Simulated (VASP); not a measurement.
A convergence study with VASP on Ir (fcc): a few settings are varied, all else stays as given below, so the limit is that of these other settings.

```
Ir
1.0
    0.00000     1.92000     1.92000
    1.92000     0.00000     1.92000
    1.92000     1.92000     0.00000
Ir
1
Direct
  0.00000   0.00000   0.00000
```

These are LDA (Ceperley-Alder, Perdew-Zunger), VASP's LDA PAW potentials (set 64) (plane waves; VASP 6.6.1) values and carry that method's errors. The last row used: 550 eV cut-off, 24×24×24 Γ-centred mesh, second-order Methfessel-Paxton smearing of 0.40 eV, potentials Ir.

```
setting                                   E (eV/atom)  pressure (GPa)  irreducible k-points
----------------------------------------  -----------  --------------  --------------------
ISMEAR = -1, SIGMA = 0.01, 9×9×9 mesh        -10.3436           -6.87                    35
ISMEAR = -1, SIGMA = 0.1, 9×9×9 mesh         -10.3426           -6.63                    35
ISMEAR = 0, SIGMA = 0.01, 9×9×9 mesh         -10.3435           -6.87                    35
ISMEAR = 0, SIGMA = 0.1, 9×9×9 mesh          -10.3442           -6.85                    35
ISMEAR = 1, SIGMA = 0.01, 9×9×9 mesh         -10.3435           -6.87                    35
ISMEAR = 1, SIGMA = 0.2, 9×9×9 mesh          -10.3443           -6.91                    35
ISMEAR = 2, SIGMA = 0.05, 9×9×9 mesh         -10.3436           -6.87                    35
ISMEAR = 2, SIGMA = 0.2, 9×9×9 mesh          -10.3441           -6.88                    35
ISMEAR = -1, SIGMA = 0.01, 18×18×18 mesh     -10.3221           -6.39                   195
ISMEAR = -1, SIGMA = 0.2, 18×18×18 mesh      -10.3211           -5.10                   195
ISMEAR = 0, SIGMA = 0.01, 18×18×18 mesh      -10.3221           -6.40                   195
ISMEAR = 0, SIGMA = 0.2, 18×18×18 mesh       -10.3228           -6.19                   195
ISMEAR = 1, SIGMA = 0.01, 18×18×18 mesh      -10.3221           -6.40                   195
ISMEAR = 1, SIGMA = 0.4, 18×18×18 mesh       -10.3242           -6.48                   195
ISMEAR = 2, SIGMA = 0.05, 18×18×18 mesh      -10.3221           -6.39                   195
ISMEAR = 2, SIGMA = 0.4, 18×18×18 mesh       -10.3236           -6.38                   195
ISMEAR = -1, SIGMA = 0.05, 24×24×24 mesh     -10.3206           -6.26                   413
ISMEAR = -1, SIGMA = 0.2, 24×24×24 mesh      -10.3191           -5.05                   413
ISMEAR = 0, SIGMA = 0.05, 24×24×24 mesh      -10.3205           -6.32                   413
ISMEAR = 0, SIGMA = 0.2, 24×24×24 mesh       -10.3205           -6.15                   413
ISMEAR = 1, SIGMA = 0.05, 24×24×24 mesh      -10.3205           -6.32                   413
ISMEAR = 1, SIGMA = 0.4, 24×24×24 mesh       -10.3210           -6.40                   413
ISMEAR = 2, SIGMA = 0.1, 24×24×24 mesh       -10.3205           -6.32                   413
ISMEAR = 2, SIGMA = 0.4, 24×24×24 mesh       -10.3206           -6.33                   413
```

Left out are rungs that failed or repeat a setting and relaxations that didn't move; long series are thinned to 24 rows.

The compound is Ir in the fcc structure. The cell was not relaxed at this level.
